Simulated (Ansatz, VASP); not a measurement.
# W2CF2 in two plane-wave programs, part 2 of 2

Aim: how closely do two programs agree when they are given the same cell, functional and k mesh? The structure shown is the start of the Ansatz relaxation below; VASP solves that cell, so the two are compared at the walk's first step.

VASP 6.6.1 and Ansatz 0.2.0.

So far: Set-up; Ansatz: relaxation, PBE.

## Step 3: VASP: single point, PBE, start cell

Level of this step: PBE, no spin polarisation; plane waves and PAW (C, W, F) (VASP).

The same cell, functional, mesh and smearing now go to VASP, with its own data sets.

Lines of VASP's logs that name or quote its potential files are left out, and so is its time.

INCAR

```
SYSTEM = W2CF2
PREC = Accurate
ENCUT = 520
EDIFF = 1E-06
NELM = 120
ISMEAR = 1
SIGMA = 0.2
LREAL = .FALSE.
ALGO = Normal
GGA = PE
NBANDS = 40
LASPH = .TRUE.
LORBIT = 11
LWAVE = .FALSE.
LCHARG = .FALSE.
ISIF = 2
LDIPOL = .TRUE.
IDIPOL = 3
DIPOL = 0.5 0.5 0.28
LVHAR = .TRUE.
GGA_COMPAT = .FALSE.
NELMDL = -8
KPAR = 2
```

POSCAR

```
W2CF2
1.0
    2.8473260000      0.0000000000      0.0000000000
    0.0000000000      4.9317130000      0.0000000000
    0.0000000000      0.0000000000     35.6516000000
C W F
2 4 4
Direct
    0.5000000000      0.4971090167      0.2805039045
    0.0000000000      0.0028910847      0.2804807358
    0.0000000000      0.3363855520      0.3217493465
    0.5000000000      0.8302810808      0.3173416340
    0.5000000000      0.1636143466      0.2392352938
    0.0000000000      0.6697190206      0.2436430062
    0.5000000000      0.1802763056      0.3638575267
    0.0000000000      0.6530568587      0.3639372426
    0.0000000000      0.3197235930      0.1971271135
    0.5000000000      0.8469430399      0.1970473976
```

KPOINTS

```
Automatic mesh
0
Gamma
12 8 1
0 0 0
```

Potentials, in the order of the species: C, W and F (PBE family, release 64).

Command:

```sh
mpirun -np 2 vasp_std
```

Numbers of over 12 decimals in the logs are rounded to 6 here.

Log:

```text
[banner, memory and clock lines left out]
running    2 mpi-ranks, on    1 nodes
 distrk:  each k-point on    1 cores,    2 groups
 distr:  one band on    1 cores,    1 groups

 POSCAR found type information on POSCAR C W F
 POSCAR found :  3 types and      10 ions
 LDA part: xc-table for (Slater+PW92), standard interpolation
 POSCAR, INCAR and KPOINTS ok, starting setup
 FFT: planning ... GRIDC
 FFT: planning ... GRID_SOFT
 FFT: planning ... GRID
 WAVECAR not read
 entering main loop
       N       E                     dE             d eps       ncg     rms          rms(c)
DAV:   1     0.567013271505E+03    0.56701E+03   -0.23667E+04  2960   0.116E+03
DAV:   2    -0.119805828515E+02   -0.57899E+03   -0.55834E+03  4224   0.297E+02
DAV:   3    -0.941885535573E+02   -0.82208E+02   -0.80688E+02  3392   0.123E+02
DAV:   4    -0.967612266682E+02   -0.25727E+01   -0.25266E+01  3752   0.237E+01
DAV:   5    -0.968327885766E+02   -0.71562E-01   -0.71255E-01  3640   0.352E+00
DAV:   6    -0.968357052995E+02   -0.29167E-02   -0.29148E-02  3840   0.696E-01
DAV:   7    -0.968358269009E+02   -0.12160E-03   -0.12155E-03  3744   0.124E-01
DAV:   8    -0.968358332103E+02   -0.63093E-05   -0.63086E-05  3624   0.268E-02    0.574E+01
DAV:   9    -0.849887455984E+02    0.11847E+02   -0.71853E+01  3624   0.338E+01    0.207E+01
DAV:  10    -0.846515503340E+02    0.33720E+00   -0.46408E+00  3440   0.126E+01    0.114E+01
DAV:  11    -0.846243827299E+02    0.27168E-01   -0.86366E-01  4128   0.540E+00    0.210E+00
DAV:  12    -0.845533247454E+02    0.71058E-01   -0.59842E-01  3880   0.361E+00    0.125E+00
DAV:  13    -0.845301122635E+02    0.23212E-01   -0.74374E-02  3848   0.136E+00    0.319E-01
DAV:  14    -0.845297476628E+02    0.36460E-03   -0.93890E-03  3760   0.446E-01    0.180E-01
[...]
DAV:  20    -0.845297639363E+02   -0.41294E-04   -0.39476E-06  2840   0.692E-03    0.316E-03
DAV:  21    -0.845297775937E+02   -0.13657E-04   -0.52257E-07  2080   0.523E-03    0.233E-03
DAV:  22    -0.845298016890E+02   -0.24095E-04   -0.19372E-06  2336   0.482E-03    0.157E-03
DAV:  23    -0.845298084765E+02   -0.67875E-05   -0.27957E-07  2072   0.255E-03    0.982E-04
DAV:  24    -0.845298117825E+02   -0.33060E-05   -0.76280E-08  1792   0.121E-03    0.449E-04
DAV:  25    -0.845298155441E+02   -0.37615E-05   -0.11365E-07  1904   0.850E-04    0.328E-04
DAV:  26    -0.845298178265E+02   -0.22824E-05   -0.57748E-08  1784   0.798E-04    0.308E-04
DAV:  27    -0.845298187050E+02   -0.87850E-06   -0.30218E-08  1752   0.467E-04
   1 F= -.84529819E+02 E0= -.84532325E+02  d E =0.751952E-02
```

OUTCAR, selected parts (step 3):

```text
ion  position               nearest neighbor table
   1  0.500  0.497  0.281-   4 2.10   6 2.12   6 2.12   3 2.19   3 2.19   5 2.21
   2  0.000  0.003  0.280-   6 2.10   4 2.12   4 2.12   5 2.19   5 2.19   3 2.21
   3  0.000  0.336  0.322-   8 2.17   1 2.19   1 2.19   2 2.21   7 2.21   7 2.21   4 2.83   4 2.83
                             4 2.88   4 2.88   6 3.23   5 3.38   5 3.38
   4  0.500  0.830  0.317-   1 2.10   2 2.12   2 2.12   8 2.36   8 2.36   7 2.39   3 2.83   3 2.83
                             3 2.88   3 2.88   6 3.09   6 3.09   5 3.23
   5  0.500  0.164  0.239-  10 2.17   2 2.19   2 2.19   1 2.21   9 2.21   9 2.21   6 2.83   6 2.83
                             6 2.88   6 2.88   4 3.23   3 3.38   3 3.38
   6  0.000  0.670  0.244-   2 2.10   1 2.12   1 2.12  10 2.36  10 2.36   9 2.39   5 2.83   5 2.83
                             5 2.88   5 2.88   4 3.09   4 3.09   3 3.23
   7  0.500  0.180  0.364-   3 2.21   3 2.21   4 2.39
   8  0.000  0.653  0.364-   3 2.17   4 2.36   4 2.36
   9  0.000  0.320  0.197-   5 2.21   5 2.21   6 2.39
  10  0.500  0.847  0.197-   5 2.17   6 2.36   6 2.36

  LATTYP: Found a simple orthorhombic cell.
 ALAT       =     2.8473260000
 B/A-ratio  =     1.7320507030
 C/A-ratio  =    12.5210811828

 Subroutine GETGRP returns: Found  4 space group operations
 (whereof  2 operations were pure point group operations)

The static configuration has the point symmetry C_1h.
 The point group associated with its full space group is C_2h.

 Found     35 irreducible k-points:

   k-points           NKPTS =     35   k-points in BZ     NKDIM =     35   number of bands    NBANDS=     40

   dimension x,y,z NGX =    24 NGY =   40 NGZ =  270
   dimension x,y,z NGXF=    48 NGYF=   80 NGZF=  540

   ENCUT  =  520.0 eV  38.22 Ry    6.18 a.u.   5.29  9.17 66.29*2*pi/ulx,y,z

   NELECT =      60.0000    total number of electrons

 k-points in reciprocal lattice and weights: Automatic mesh
   0.00000000  0.00000000  0.00000000       0.010
   0.08333333  0.00000000  0.00000000       0.021
   0.16666667  0.00000000  0.00000000       0.021
   0.25000000  0.00000000  0.00000000       0.021
   0.33333333  0.00000000  0.00000000       0.021
   0.41666667  0.00000000  0.00000000       0.021
   0.50000000  0.00000000  0.00000000       0.010
   0.00000000  0.12500000  0.00000000       0.021
   0.08333333  0.12500000  0.00000000       0.042
[...]
0.41666667  0.50000000  0.00000000       0.021
   0.50000000  0.50000000  0.00000000       0.010

 dipolmoment           0.000000      0.000000     -0.000004 electrons x Angstroem

 average (electrostatic) potential at core
       1 -58.4492       2 -58.4492       3 -49.8036       4 -49.6590       5 -49.8036
       6 -49.6590       7 -84.4533       8 -84.1629       9 -84.4533      10 -84.1629

 E-fermi :  -2.9739

 k-point     1 :       0.0000    0.0000    0.0000
  band No.  band energies     occupation
    ...
     25      -6.4061      2.00000
     26      -6.3688      2.00000
     27      -4.6846      2.00000
     28      -4.3679      2.00000
     29      -4.2228      2.00000
     30      -2.7509     -0.06663
     31      -2.4657     -0.00192
     32      -2.3491     -0.00009
     33      -2.2560     -0.00000
     34      -2.0273     -0.00000
    ...

 k-point     2 :       0.0833    0.0000    0.0000
  band No.  band energies     occupation
    ...
     25      -6.3906      2.00000
     26      -6.3806      2.00000
     27      -4.5944      2.00000
     28      -4.5437      2.00000
     29      -4.1015      2.00000
     30      -2.7576     -0.06330
     31      -2.7306     -0.07090
     32      -2.5512     -0.01090
     33      -2.1261     -0.00000
     34      -2.0158     -0.00000
    ...

 k-point     3 :       0.1667    0.0000    0.0000
  band No.  band energies     occupation
    ...
     27      -5.0095      2.00000
     28      -4.1861      2.00000
     29      -3.7672      2.00000
     30      -3.1355      1.98401
     31      -2.9613      0.89371
     32      -2.6089     -0.02696
     33      -2.2427     -0.00000
     34      -1.8595     -0.00000
     35      -1.6427     -0.00000
     36      -1.4344     -0.00000
    ...

  Total        0.1616860      0.0802799      0.3717170      0.0000000      0.5320657      0.0000000
  in kB        0.5174507      0.2569232      1.1896221      0.0000000      1.7027930      0.0000000
  external PRESSURE =       0.6546653 kB  Pullay stress =       0.0000000 kB

  energy-cutoff  :      520.00
  volume of cell :      500.63
      direct lattice vectors                 reciprocal lattice vectors
     2.847326000  0.000000000  0.000000000     0.351206711  0.000000000  0.000000000
     0.000000000  4.931713000  0.000000000     0.000000000  0.202769301  0.000000000
     0.000000000  0.000000000 35.651600000     0.000000000  0.000000000  0.028049232

 POSITION                                       TOTAL-FORCE (eV/Angst)
 -----------------------------------------------------------------------------------
      1.42366      2.45160     10.00041         0.000000     -0.353327      0.121811
      0.00000      0.01426      9.99959         0.000000      0.353327     -0.121811
      0.00000      1.65896     11.47088         0.000000     -0.134792      0.117879
      1.42366      4.09471     11.31374         0.000000     -0.181119     -0.436446
      1.42366      0.80690      8.52912         0.000000      0.134792     -0.117879
      0.00000      3.30286      8.68626         0.000000      0.181119      0.436446
      1.42366      0.88907     12.97210         0.000000      0.060780      0.149724
      0.00000      3.22069     12.97494         0.000000      0.176321      0.083918
      0.00000      1.57679      7.02790         0.000000     -0.060780     -0.149724
      1.42366      4.17688      7.02506         0.000000     -0.176321     -0.083918
 -----------------------------------------------------------------------------------
    total drift:                                0.000000      0.003680     -0.000037

  FREE ENERGIE OF THE ION-ELECTRON SYSTEM (eV)
  ---------------------------------------------------
  free  energy   TOTEN  =       -84.5298187050 eV

  energy  without entropy=      -84.5373382245  energy(sigma->0) =      -84.53232521

 vacuum level on the upper side and lower side of the slab         2.749         2.749

 total charge
# of ion       s       p       d       tot
------------------------------------------
    1        0.857   1.616   0.000   2.473
    2        0.857   1.616   0.000   2.473
    3        0.543   0.627   4.262   5.432
    4        0.564   0.635   4.340   5.540
    5        0.543   0.627   4.262   5.432
    6        0.564   0.635   4.340   5.540
    7        1.746   4.304   0.000   6.050
    8        1.746   4.299   0.000   6.045
    9        1.746   4.304   0.000   6.050
   10        1.746   4.299   0.000   6.045
--------------------------------------------------
tot         10.912  22.964  17.204  51.080

[... 3 further parts left out ...]
```

This run has no spin polarisation, so a moment on W, if there is one, isn't seen. The data set W keeps the semicore shell frozen, which is cheaper and a little less accurate.

## Step 4: Side by side

Known differences besides the potentials themselves: Ansatz cuts the interaction across the vacuum, VASP repeats the sheet with a dipole correction; the data sets hold 92 valence electrons in Ansatz (on its PAW soft_1 files) and 60 in VASP; the cutoff is 420 eV in Ansatz and 520 eV in VASP. Total energies have different zeros and are not compared.

Forces (eV/Å; atoms numbered as in POSCAR):

```tsv
atom	Ansatz x, y, z	VASP x, y, z
C1	0.000, -0.301, 0.109	0.000, -0.353, 0.122
C2	0.000, 0.301, -0.109	0.000, 0.353, -0.122
W3	0.000, -0.141, 0.100	0.000, -0.135, 0.118
W4	0.000, -0.161, -0.497	0.000, -0.181, -0.436
W5	0.000, 0.141, -0.100	0.000, 0.135, -0.118
W6	0.000, 0.161, 0.497	0.000, 0.181, 0.436
F7	0.000, 0.070, 0.206	0.000, 0.061, 0.150
F8	0.000, 0.154, 0.136	0.000, 0.176, 0.084
F9	0.000, -0.070, -0.206	0.000, -0.061, -0.150
F10	0.000, -0.154, -0.136	0.000, -0.176, -0.084
```

The forces differ by 30 meV/Å r.m.s., which is 17.4 % of the r.m.s. force of 0.175 eV/Å (both taken over all components). With vacuum in the cell, a pressure given here is an average over mostly empty space and none of the material.

## Step 5: Results

| Property | Result |
| --- | --- |
| r.m.s. force difference (single point, PBE, start cell) | 30 meV/Å |

What this shows: The r.m.s. force difference is 30 meV/Å (single point, PBE, start cell), beyond the 12 meV/Å picked in this series as the mark of a large difference. The data sets hold unlike numbers of valence electrons (92 in Ansatz and 60 in VASP), so part of the differences comes from the potentials. What causes the difference of the single point, PBE, start cell pair stays open here. 1 further run of this series is not shown here. How closely two codes agree says nothing of how well the functional describes the real material.

[Lines on the potential files, build, host, timing and source positions are cut from VASP's logs without a mark.]

[Logs are printed without paths, hosts, clocks, repeated set-up lines and the standing remarks that a program may print on its own settings, such as how far it seeks lower states.]

[Hosts, paths, dates, database ids (printed as entryN), source tags and the programs' standing remarks are cut or masked in the printed files.]
